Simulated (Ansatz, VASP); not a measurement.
# LuAs in two plane-wave programs

Wanted: the spread between two codes on one cell, functional and k mesh. The cell is taken from a series of runs on this material, whose earlier steps may have relaxed, scaled, displaced or heated it; both programs get it as it stands.

Calculated with Ansatz 0.2.0; plane waves, with VASP 6.6.1 beside it; relaxation of cell and atoms at PBEsol and zone-centre phonons at PBEsol.

## (1) The starting structure

It takes space group Fm-3m (No. 225, cubic). Conventional cell: a = 5.609 Å, b = 5.609 Å, c = 5.609 Å, α = 90.00°, β = 90.00°, γ = 90.00°. Nearest to Lu lie 6 As at 2.80 Å. As has 6 Lu at 2.80 Å nearest. Farther neighbours are not listed.

## (2) Ansatz: relaxation of cell and atoms, PBEsol

Ansatz runs on its PAW soft_1 files.

The relaxed volume is the usual yardstick between codes: in a stiff, nearly cubic crystal its relative difference is about their pressure difference at one cell divided by the bulk modulus.

input.yaml

```yaml
crystal:
  lattice:
    - [0.0, 2.8047057303, 2.8047057303]
    - [2.8047057303, 0.0, 2.8047057303]
    - [2.8047057303, 2.8047057303, 0.0]
  atoms:
    - { symbol: Lu, position: [0.5, 0.5, 0.5] }
    - { symbol: As, position: [0.0, 0.0, 0.0] }
kpoints:
  mp_grid: { grid: [12, 12, 12] }
hamiltonian:
  xc: pbesol
  pseudopotentials: { kind: paw, azcp: { folder: soft_1 }, xc_functional: pbe }
scf:
  occupations: { method: methfessel_paxton, width: 0.2 }
output:
  forces: true
  stress: true
  eigenvalues: true
relax:
  adjacent_minimum: "off"
  f_tol: 0.001
  max_steps: 60
  cell: { stress_tol: 0.01 }
```

Launch:

```sh
$ ansatz run input.yaml --threads 4 --pin off --max-ram 10240MiB --backend cpu --events-out ev --progress --plain --runs-dir out
```

Numbers of over 12 decimals in the logs are rounded to 6 here.

What it wrote:

```text
Engine: ansatz 0.2.0, aarch64-unknown-linux-gnu
Pseudopotentials: kind: paw
Pseudopotential: Lu, paw, valence charge 25, recommended cutoff 420 eV (normal), soft_1/Lu.paw.azcp
Pseudopotential: As, paw, valence charge 15, recommended cutoff 420 eV (normal), soft_1/As.paw.azcp
Functional definition: PBEsol
  exchange = pbesol_x
  correlation = pbesol_c
Crystal: 2 atoms, lattice volume = 44.126 Å³
Basis set: ecut = 420 eV, 869 PW (Γ), exchange–correlation on 54×54×54 points (8 copies of the dense FFT grid, shifted against one another)
Bands: 24, of which v1, the nominal top of the filled ones, is band 20 counted from 1 (19 counted from 0)
Symmetry: 48 space group operations
Space group: Fm-3m (ITA 225), of the structure as read, at distance tolerance 3.5e-5 Å
k-points: 72 of 1728
Non-local potential: Lu, projectors of the file, l = 0: 3, l = 1: 2, l = 2: 2, l = 3: 3
Non-local potential: As, projectors of the file, l = 0: 2, l = 1: 2, l = 2: 3, l = 3: 1
PAW form: soft (Blöchl's): semilocal exchange-correlation on the pseudo side does not see the compensation charge
PAW frozen core: Lu, regenerated for the run's functional, and the local potential with it (the file was generated under x = pbe(κ = 0.804, μ = 0.219515), c = pbe(β = 0.066725))
PAW frozen core: As, regenerated for the run's functional, and the local potential with it (the file was generated under x = pbe(κ = 0.804, μ = 0.219515), c = pbe(β = 0.066725))
PAW one-centre angular grid: Lu, 590 points (default); XC on 64 Gauss nodes
PAW one-centre angular grid: As, 590 points (default); XC on 64 Gauss nodes
Initial density: superposition of atomic densities (chi_scale 0.1, normalization cell, long waves kept (reshape's long-wave potential 0.00 eV rms))
Initial wavefunctions: pseudopotential atomic-orbital guess
Functional: x = pbesol(κ = 0.804, μ = 0.123457), c = pbesol(β = 0.046)
SCF iter   1: F=—  HF=-19428.704349 eV  |F-HF|=—  |Δ(HF+E_count)|=         —  Δρ=6.10e-2  dr2=1.75e0  ethr=3.10e-3  ⟨swp⟩=5.4  Hψ=8311  notcnv=0
preconditioner: auto → Kerker (q_TF=auto, 2.684 Å⁻¹)  [metal: Δε(μ)=0.058 eV  Ē_g=19.317 eV  σ=0.200 eV  W_gap=0.24  n_scr=14 (ndim 8)  ℏωp=34.5 eV  f_vac=0.000  D(μ)=0.38/eV (n_scr^D=0)]
SCF iter   2: F=—  HF=-19428.271238 eV  |F-HF|=—  |Δ(HF+E_count)|=   4.33e-1  S|Δr|=    0.00e0  Δρ=3.00e-2  dr2=3.99e-1  ethr=3.10e-3  ⟨swp⟩=3.6  Hψ=4160  notcnv=0  defer=1
preconditioner: auto → none  [insulator: Δε(μ)=0.146 eV  Ē_g=19.279 eV  σ=0.200 eV  W_gap=0.54  n_scr=14 (ndim 8)  ℏωp=34.5 eV  f_vac=0.000  D(μ)=0.26/eV (n_scr^D=0)  ε∞_Penn≈4.2]
SCF iter   3: F=—  HF=-19428.137894 eV  |F-HF|=—  |Δ(HF+E_count)|=   1.33e-1  S|Δr|=    0.00e0  Δρ=1.41e-2  dr2=6.01e-2  ethr=9.97e-4  ⟨swp⟩=3.6  Hψ=4517  notcnv=0
SCF iter   4: F=—  HF=-19428.059700 eV  |F-HF|=—  |Δ(HF+E_count)|=   7.82e-2  S|Δr|=    0.00e0  Δρ=5.23e-3  dr2=5.91e-3  ethr=1.50e-4  ⟨swp⟩=3.2  Hψ=4731  notcnv=0
SCF iter   5: F=—  HF=-19428.066069 eV  |F-HF|=—  |Δ(HF+E_count)|=   6.37e-3  S|Δr|=    0.00e0  Δρ=2.02e-3  dr2=9.91e-4  ethr=1.48e-5  ⟨swp⟩=2.5  Hψ=3847  notcnv=0
SCF iter   6: F=—  HF=-19428.068152 eV  |F-HF|=—  |Δ(HF+E_count)|=   2.08e-3  S|Δr|=    0.00e0  Δρ=3.02e-4  dr2=7.20e-5  ethr=2.48e-6  ⟨swp⟩=3.2  Hψ=3905  notcnv=0
SCF iter   7: F=—  HF=-19428.068117 eV  |F-HF|=—  |Δ(HF+E_count)|=   3.56e-5  S|Δr|=    0.00e0  Δρ=1.24e-4  dr2=3.83e-6  ethr=1.80e-7  ⟨swp⟩=2.6  Hψ=3497  notcnv=0
SCF iter   8: F=—  HF=-19428.068117 eV  |F-HF|=—  |Δ(HF+E_count)|=   1.59e-7  S|Δr|=    0.00e0  Δρ=2.52e-5  dr2=1.40e-7  ethr=9.57e-9  ⟨swp⟩=3.1  Hψ=4151  notcnv=0
SCF iter   9: F=-19428.068117 eV  HF=-19428.068117 eV  |F-HF|=1.25e-8  |Δ(HF+E_count)|=   1.18e-7  S|Δr|=    0.00e0  Δρ=5.40e-6  dr2=7.37e-9  ethr=2.50e-10  ⟨swp⟩=8.9  Hψ=11829  notcnv=0
SCF 1 converged in 9 iterations: F = -19428.068117 eV  dr2 = 7.37e-9
  greatest PAW one-centre occupation: 0.999 electrons in one spin orbital (limit 2), on the As atom at site 1 (counted from 0), in its partial waves of l = 2
relax step   1: F+E_penalty+E_count = -19428.06811657 eV  Δ(F+E_penalty+E_count) = +0.000e0 eV  max|allowed force component| = 5.594e-29 eV/Å  Δτ_max = 0.0000 Å  P = +0.006 GPa  Ω = 44.126 Å³  (9 SCF iters, dr2 threshold 1.00e-7 eV, accepted)
Initial density: handed on by an earlier stage of this run
Initial wavefunctions: pseudopotential atomic-orbital guess (no wavefunctions were taken with the density)
iter 1 solved again at ethr=5.81e-9 eV; its pass at ethr=3.10e-3 eV (dr2=2.32e-6 eV) is discarded
SCF iter   1: F=—  HF=-19428.068113 eV  |F-HF|=—  |Δ(HF+E_count)|=         —  Δρ=5.49e-6  dr2=7.83e-9  ethr=5.81e-9  ⟨swp⟩=6.4  Hψ=17990  notcnv=0
preconditioner: auto → none  [insulator: Δε(μ)=0.159 eV  Ē_g=12.968 eV  σ=0.200 eV  W_gap=0.54  n_scr=14 (ndim 8)  ℏωp=29.6 eV  f_vac=0.000  D(μ)=0.17/eV (n_scr^D=0)  ε∞_Penn≈6.2]
SCF iter   2: F=—  HF=-19428.068117 eV  |F-HF|=—  |Δ(HF+E_count)|=   3.64e-6  S|Δr|=    0.00e0  Δρ=1.60e-6  dr2=1.11e-9  ethr=1.96e-11  ⟨swp⟩=3.2  Hψ=4653  notcnv=0
SCF iter   3: F=—  HF=-19428.068117 eV  |F-HF|=—  |Δ(HF+E_count)|=   2.06e-9  S|Δr|=    0.00e0  Δρ=1.23e-6  dr2=2.97e-10  ethr=2.78e-12  ⟨swp⟩=3.0  Hψ=4269  notcnv=0
SCF iter   4: F=—  HF=-19428.068117 eV  |F-HF|=—  |Δ(HF+E_count)|=  1.09e-11  S|Δr|=    0.00e0  Δρ=2.71e-7  dr2=2.31e-11  ethr=7.42e-13 (applied; sched 1.00e-12)  ⟨swp⟩=2.4  Hψ=3246  notcnv=0
SCF iter   5: F=-19428.068117 eV  HF=-19428.068117 eV  |F-HF|=3.64e-12  |Δ(HF+E_count)|=  3.64e-12  S|Δr|=    0.00e0  Δρ=4.29e-8  dr2=2.37e-13  ethr=1.00e-12  ⟨swp⟩=7.3  Hψ=13133  notcnv=0
SCF 2 converged in 5 iterations: F = -19428.068117 eV  dr2 = 2.37e-13
relax step   2: F+E_penalty+E_count = -19428.06811658 eV  Δ(F+E_penalty+E_count) = -8.735e-9 eV  max|allowed force component| = 5.465e-29 eV/Å  Δτ_max = 0.0000 Å  P = +0.006 GPa  Ω = 44.126 Å³  stress off target by 5.94e-3 GPa  SCF on the basis re-selected at this cell (its energy is not comparable with the rows above)  (5 SCF iters)
basis re-selected at this cell: Δ(F+E_penalty+E_count) = -8.735e-9 eV, ΔP = +0.000 GPa vs the last step (what re-selecting the basis moved, of the pressure what is left beyond the Pulay correction that the steps carried, after the strain that the cell walked since its last selection, with what the two solves' SCF thresholds leave and, on support functions, any second-order correction that the steps lacked; it is no m [...]
SCF converged after 5 iterations
Stability not checked: this state was not tested for a lower state beside it, because cold or Methfessel-Paxton smearing, or corrected tetrahedra, fill the levels in a way that the test cannot read (fill_not_monotonic; see scf.lower_state_search)
Free energy (F): -19428.068117 eV
Harris-Foulkes:  -19428.068117 eV  (|F-HF|=3.64e-12)
Internal energy: -19428.068885 eV  (E = F + TS)
E sigma→0 (E₀):  -19428.068309 eV
Entropy (-TS):   0.000768 eV (0.384 meV/atom)
Fermi energy:    13.633460 eV
--- Per-component energies (eV) ---
  E_band       = -172.563190
  E_kinetic    = 519.936005
  E_local      = -8464.182393  (includes V_loc(G=0)·N_el)
  E_nonlocal   = 292.181764
  E_hartree    = 3822.748933
  E_xc         = -278.635300
  E_vxc        = -328.915852  (∫ρ·V_xc dr)
  E_paw        = -9271.181872  (= ΣΔE_a)
  E_vpaw       = 162.919433  (= ΣTr[D̂ρ^β])
  E_aug_tail   = -0.000023  (compensation charges beyond the density's cutoff)
  E_ewald      = -6051.094313
  E_core_change = 2.158315  (= ΣΔE_core)
  E_smearing   = 0.000768  (= −TS)
  E_closure    = -0.000000  (closes the sum)
  Σ components = -19428.068117   (vs F -19428.068117, Δ=0.00e0)
--- Forces (eV/Å), atoms counted from 1 ---
  atom   1  Lu     0.00000000     0.00000000     0.00000000
  atom   2  As     0.00000000     0.00000000     0.00000000
  max |Σ_I F_I| component: 1.09e-28 eV/Å
--- Stress (GPa, compression-positive) ---
        0.005943      -0.000000      -0.000000
       -0.000000       0.005943       0.000000
        0.000000      -0.000000       0.005943
  P = ⅓ Tr σ = 0.0059 GPa (0.059 kbar)
--- Band table (eV; the first three rows and the last of 72) ---
  k-point 0: bands = [... 16 lower, 8.9892, 14.3702, 14.3702, 14.3702, 15.1299, 15.1299, 15.1299, 16.0972]
  k-point 1: bands = [... 16 lower, 8.9893, 13.4377, 13.8399, 13.8399, 15.3305, 15.3305, 15.4538, 16.6826]
  k-point 2: bands = [... 16 lower, 8.9896, 12.0780, 13.0636, 13.0636, 15.6301, 15.6935, 15.6935, 17.8466]
  k-point 71: bands = [... 16 lower, 8.9889, 10.8132, 10.8132, 10.8870, 16.7391, 16.7391, 17.1182, 18.8900]
--- Relaxed structure (1 steps of the walk, 1 accepted, 1 SCFs on fresh bases) ---
  F+E_penalty+E_count = -19428.06811658 eV   max|allowed force component| = 5.465e-29 eV/Å   (the final SCF, on the basis selected at the relaxed cell)
  cell:  # Å, volume = 44.1257 Å³
    - [0.0, 2.8047057303, 2.8047057303]
    - [2.8047057303, 0.0, 2.8047057303]
    - [2.8047057303, 2.8047057303, 0.0]
  atoms:
    - { symbol: Lu, position: [0.5, 0.5, 0.5] }
    - { symbol: As, position: [0.0, 0.0, 0.0] }
```

The column dr2 measures how far the density is from self-consistency, as an energy; F and HF (Harris–Foulkes) agree once it is small.

## (3) VASP: relaxation of cell and atoms, PBEsol

The same cell, functional, mesh and smearing now go to VASP, with its own data sets.

Lines of VASP's logs that name or quote its potential files are left out, and so is its time.

INCAR

```
SYSTEM = LuAs
PREC = Accurate
ENCUT = 500
EDIFF = 1E-07
NELM = 120
ISMEAR = 1
SIGMA = 0.2
LREAL = .FALSE.
ALGO = Normal
GGA = PS
NBANDS = 13
LORBIT = 11
LWAVE = .FALSE.
LCHARG = .FALSE.
ISIF = 3
IBRION = 2
NSW = 80
EDIFFG = -0.005
LASPH = .TRUE.
GGA_COMPAT = .FALSE.
NELMIN = 4
KPAR = 2
```

POSCAR

```
LuAs
1.0
    0.0000000000      2.8047060000      2.8047060000
    2.8047060000      0.0000000000      2.8047060000
    2.8047060000      2.8047060000      0.0000000000
Lu As
1 1
Direct
    0.5000000000      0.5000000000      0.5000000000
    0.0000000000      0.0000000000      0.0000000000
```

KPOINTS

```
Automatic mesh
0
Gamma
12 12 12
0 0 0
```

Potentials, in the order of the species: Lu_3 and As (PBE family, release 64).

Launch:

```sh
$ mpirun -np 2 vasp_std
```

What it wrote:

```text
[banner, memory and clock lines left out]
running    2 mpi-ranks, on    1 nodes
 distrk:  each k-point on    1 cores,    2 groups
 distr:  one band on    1 cores,    1 groups

 POSCAR found type information on POSCAR LuAs
 POSCAR found :  2 types and       2 ions
|                                                                             |
|               ----> ADVICE to this user running VASP <----                  |
|                                                                             |
|     You enforced a specific xc type in the INCAR file but a different       |
|     [... a line on the potential file left out ...]
|     I HOPE YOU KNOW WHAT YOU ARE DOING!                                     |
|                                                                             |

 LDA part: xc-table for (Slater+PW92), standard interpolation
 POSCAR, INCAR and KPOINTS ok, starting setup
 FFT: planning ... GRIDC
 FFT: planning ... GRID_SOFT
 FFT: planning ... GRID
 WAVECAR not read
 entering main loop
       N       E                     dE             d eps       ncg     rms          rms(c)
DAV:   1     0.319215525059E+02    0.31922E+02   -0.63604E+03  2813   0.113E+03
DAV:   2    -0.116757378869E+02   -0.43597E+02   -0.40970E+02  3188   0.399E+02
DAV:   3    -0.132435965969E+02   -0.15679E+01   -0.15553E+01  2666   0.484E+01
DAV:   4    -0.132531186992E+02   -0.95221E-02   -0.94954E-02  3091   0.250E+00
DAV:   5    -0.132531818162E+02   -0.63117E-04   -0.63113E-04  2515   0.173E-01    0.234E+01
DAV:   6    -0.129790950944E+02    0.27409E+00   -0.52991E-01  3151   0.919E+00    0.147E+01
DAV:   7    -0.129885681825E+02   -0.94731E-02   -0.22276E-01  3131   0.703E+00    0.212E+00
DAV:   8    -0.129788577170E+02    0.97105E-02   -0.43568E-02  3214   0.245E+00    0.129E-01
DAV:   9    -0.129789438446E+02   -0.86128E-04   -0.12663E-03  2444   0.271E-01    0.641E-02
DAV:  10    -0.129789476718E+02   -0.38272E-05   -0.58660E-05  3119   0.657E-02    0.369E-02
DAV:  11    -0.129789462435E+02    0.14284E-05   -0.18367E-05  3144   0.504E-02    0.199E-02
DAV:  12    -0.129789453653E+02    0.87813E-06   -0.19575E-06  3167   0.217E-02    0.204E-03
DAV:  13    -0.129789453450E+02    0.20323E-07   -0.78707E-08  1061   0.322E-03
   1 F= -.12978945E+02 E0= -.12979110E+02  d E =-.129789E+02
 curvature:   0.00 expect dE= 0.000E+00 dE for cont linesearch  0.000E+00
 trial: gam= 0.00000 g(F)=  0.285E-60 g(S)=  0.130E-02 ort = 0.000E+00 (trialstep = 0.100E+01)
 search vector abs. value=  0.130E-02
 bond charge predicted
       N       E                     dE             d eps       ncg     rms          rms(c)
DAV:   1    -0.129824706569E+02   -0.35253E-02   -0.94129E-02  1872   0.904E+00    0.486E-01
DAV:   2    -0.129802106694E+02    0.22600E-02   -0.45710E-03  3231   0.947E-01    0.255E-01
DAV:   3    -0.129790747607E+02    0.11359E-02   -0.23420E-03  3013   0.955E-01    0.947E-02
DAV:   4    -0.129790769616E+02   -0.22009E-05   -0.60555E-05  2650   0.758E-02    0.682E-02
DAV:   5    -0.129790738394E+02    0.31222E-05   -0.72752E-06  2897   0.458E-02    0.440E-03
DAV:   6    -0.129790738677E+02   -0.28253E-07   -0.10603E-07  1585   0.547E-03
   2 F= -.12979074E+02 E0= -.12979193E+02  d E =-.128523E-03
 trial-energy change:   -0.000129  1 .order   -0.000146   -0.001297    0.001006
 step:   0.5522(harm=  0.5633)  dis= 0.00000  next Energy=   -12.979301 (dE=-0.355E-03)
 bond charge predicted
       N       E                     dE             d eps       ncg     rms          rms(c)
DAV:   1    -0.129799802330E+02   -0.90639E-03   -0.19082E-02  1872   0.409E+00    0.218E-01
DAV:   2    -0.129795262841E+02    0.45395E-03   -0.92493E-04  3220   0.424E-01    0.114E-01
DAV:   3    -0.129793001250E+02    0.22616E-03   -0.46774E-04  3013   0.426E-01    0.426E-02
DAV:   4    -0.129793011703E+02   -0.10453E-05   -0.12047E-05  2653   0.342E-02    0.306E-02
DAV:   5    -0.129793017449E+02   -0.57458E-06   -0.14237E-06  2904   0.209E-02    0.199E-03
DAV:   6    -0.129793017539E+02   -0.90542E-08   -0.20093E-08  1138   0.241E-03
   3 F= -.12979302E+02 E0= -.12979442E+02  d E =-.356409E-03
 curvature:  -0.28 expect dE=-0.186E-08 dE for cont linesearch -0.186E-08
 trial: gam=-0.00225 g(F)=  0.478E-65 g(S)=  0.659E-08 ort = 0.292E-05 (trialstep = 0.910E+00)
 search vector abs. value=  0.100E-09
 reached required accuracy - stopping structural energy minimisation
```

From OUTCAR (step 3):

```text
ion  position               nearest neighbor table
   1  0.500  0.500  0.500-   2 2.80   2 2.80   2 2.80   2 2.80   2 2.80   2 2.80
   2  0.000  0.000  0.000-   1 2.80   1 2.80   1 2.80   1 2.80   1 2.80   1 2.80

  LATTYP: Found a face centered cubic cell.
 ALAT       =     5.6094120000

 Subroutine GETGRP returns: Found 48 space group operations
 (whereof 48 operations were pure point group operations)

The static configuration has the point symmetry O_h .

 Found     72 irreducible k-points:

   k-points           NKPTS =     72   k-points in BZ     NKDIM =     72   number of bands    NBANDS=     13

   dimension x,y,z NGX =    30 NGY =   30 NGZ =   30
   dimension x,y,z NGXF=    60 NGYF=   60 NGZF=   60

   ENCUT  =  500.0 eV  36.75 Ry    6.06 a.u.   7.23  7.23  7.23*2*pi/ulx,y,z

   NELECT =      14.0000    total number of electrons

 k-points in reciprocal lattice and weights: Automatic mesh
   0.00000000  0.00000000  0.00000000       0.001
   0.08333333  0.00000000  0.00000000       0.005
   0.16666667  0.00000000  0.00000000       0.005
   0.25000000  0.00000000  0.00000000       0.005
   0.33333333  0.00000000  0.00000000       0.005
   0.41666667  0.00000000  0.00000000       0.005
   0.50000000  0.00000000  0.00000000       0.002
   0.08333333  0.08333333  0.00000000       0.003
   0.16666667  0.08333333  0.00000000       0.014
[...]
-0.33333333  0.50000000  0.16666667       0.007
  -0.25000000  0.50000000  0.25000000       0.003

 average (electrostatic) potential at core
       1 -30.8250       2 -49.2412

 E-fermi :   4.0761

 k-point     1 :       0.0000    0.0000    0.0000
  band No.  band energies     occupation
      1     -22.3564      2.00000
      2     -22.3564      2.00000
      3     -22.3564      2.00000
      4      -7.5991      2.00000
      5       4.7184     -0.00005
      6       4.7184     -0.00005
      7       4.7184     -0.00005
      8       5.6152     -0.00000
      9       5.6152     -0.00000
    ...

 k-point     2 :       0.0833    0.0000    0.0000
  band No.  band energies     occupation
      1     -22.3674      2.00000
      2     -22.3572      2.00000
      3     -22.3572      2.00000
      4      -7.5056      2.00000
      5       3.8147      2.06905
      6       4.2247      0.05203
      7       4.2247      0.05203
      8       5.8085     -0.00000
      9       5.8085     -0.00000
     10       5.9072     -0.00000
    ...

 k-point     3 :       0.1667    0.0000    0.0000
  band No.  band energies     occupation
    ...
      3     -22.3597      2.00000
      4      -7.2361      2.00000
      5       2.4516      2.00000
      6       3.4766      2.00019
      7       3.4766      2.00019
      8       6.0703     -0.00000
      9       6.1704     -0.00000
     10       6.1704     -0.00000
     11       8.3009      0.00000
     12       8.3009      0.00000
    ...

  Total        0.0003018      0.0003018      0.0003018      0.0000000      0.0000000     -0.0000000
  in kB        0.0109006      0.0109006      0.0109006      0.0000000      0.0000000     -0.0000000
  external PRESSURE =       0.0109006 kB  Pullay stress =       0.0000000 kB

  energy-cutoff  :      500.00
  volume of cell :       44.36
      direct lattice vectors                 reciprocal lattice vectors
    -0.000000000  2.809707900  2.809707900    -0.177954441  0.177954441  0.177954441
     2.809707900  0.000000000  2.809707900     0.177954441 -0.177954441  0.177954441
     2.809707900  2.809707900  0.000000000     0.177954441  0.177954441 -0.177954441

 POSITION                                       TOTAL-FORCE (eV/Angst)
 -----------------------------------------------------------------------------------
      2.80971      2.80971      2.80971         0.000000     -0.000000     -0.000000
      0.00000      0.00000      0.00000         0.000000      0.000000      0.000000
 -----------------------------------------------------------------------------------
    total drift:                                0.000000     -0.000000      0.000000

  FREE ENERGIE OF THE ION-ELECTRON SYSTEM (eV)
  ---------------------------------------------------
  free  energy   TOTEN  =       -12.9793017539 eV

  energy  without entropy=      -12.9797235038  energy(sigma->0) =      -12.97944234

 reached required accuracy - stopping structural energy minimisation

 total charge
# of ion       s       p       d       tot
------------------------------------------
    1        0.353   6.596   1.059   8.008
    2        1.204   1.697   0.017   2.917
--------------------------------------------------
tot          1.557   8.292   1.076  10.925

[... 3 further parts left out ...]
```

CONTCAR:

```
LuAs
   1.00000000000000
    -0.0000000000000000    2.8097078995625777    2.8097078995625777
     2.8097078995625777    0.0000000000000000    2.8097078995625777
     2.8097078995625777    2.8097078995625777    0.0000000000000000
  Lu              As
     1     1
Direct
     0.5000000000000000    0.5000000000000000    0.5000000000000000
     0.0000000000000000    0.0000000000000000    0.0000000000000000
```

The data set Lu_3 holds the 4f electrons frozen in the core, so no f bands or f moments appear.

## (4) Comparison

Known differences besides the potentials themselves: the data sets hold 40 valence electrons in Ansatz (on its PAW soft_1 files) and 14 in VASP; the cutoff is 420 eV in Ansatz and 500 eV in VASP; Ansatz makes its cores anew for this functional, VASP keeps those of its PBE data sets; Ansatz adds a Pulay correction to the stress that steers its cell, VASP none. Total energies have different zeros and are not compared.

Compared:

| quantity | Ansatz | VASP | difference |
| --- | --- | --- | --- |
| volume (Å³) | 44.13 | 44.36 | -0.53 % |
| edge a after relaxation, in the typed setting (Å) | 3.966 | 3.974 | -0.18 % |

(Continued in part 2 of 2.)

[Lines on the potential files, build, host, timing and source positions are cut from VASP's logs without a mark.]

[Logs are printed without paths, hosts, clocks, repeated set-up lines and the standing remarks that a program may print on its own settings, such as how far it seeks lower states.]

[Hosts, paths, dates, database ids (printed as entryN), source tags and the programs' standing remarks are cut or masked in the printed files.]
